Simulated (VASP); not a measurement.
TiNi, 2 atoms in the cell. Symmetry: P4/mmm, No. 123, tetragonal system. Conventional cell: a = 2.736 Å, b = 2.736 Å, c = 3.581 Å, α = 90.00°, β = 90.00°, γ = 90.00°. Ti (site symmetry 4/mmm) has 8 Ni at 2.64 Å and 4 Ti at 2.74 Å as nearest neighbours. Around Ni (site symmetry 4/mmm) lie 8 Ti at 2.64 Å and 4 Ni at 2.74 Å. The cell comes from a database or a generator and needn't be the stable form of this composition. The cell isn't the ideal one: cell and atoms relaxed by PAW.

- Program: VASP 6.6.1
- Task: relaxation of cell and atoms
- Functional: LDA
- Potentials or basis: VASP PAW LDA potentials, release 64 (Ti_sv, Ni)
- Cutoff: 600 eV
- k mesh: 14 × 14 × 10
- Occupations: fermi-dirac, width 0.05 eV
- Spin: no spin polarisation
- Dipole correction: no
- Further INCAR settings: ALGO = Fast; EDIFF = 1e-06; IBRION = 2; EDIFFG = -0.002; NSW = 100; ISIF = 3

Potentials or basis: VASP PAW LDA potentials, release 64 (Ti_sv, Ni).

The run is started by

```console
$ cat potpaw_LDA.64/Ti_sv/POTCAR potpaw_LDA.64/Ni/POTCAR > POTCAR
$ mpirun -np 1 vasp_std > vasp.out
```

Hardware: 1 thread of Intel(R) Xeon(R) Platinum 8559C (Emerald Rapids), on a shared host.

Problem. Estimate the wall time of this run.

Solution. Run time: 34 min on 1 thread of Intel(R) Xeon(R) Platinum 8559C (Emerald Rapids), with other jobs on the host, peak memory 0.28 GiB. Counts: scf iterations 467, k points 216, ion steps 82.
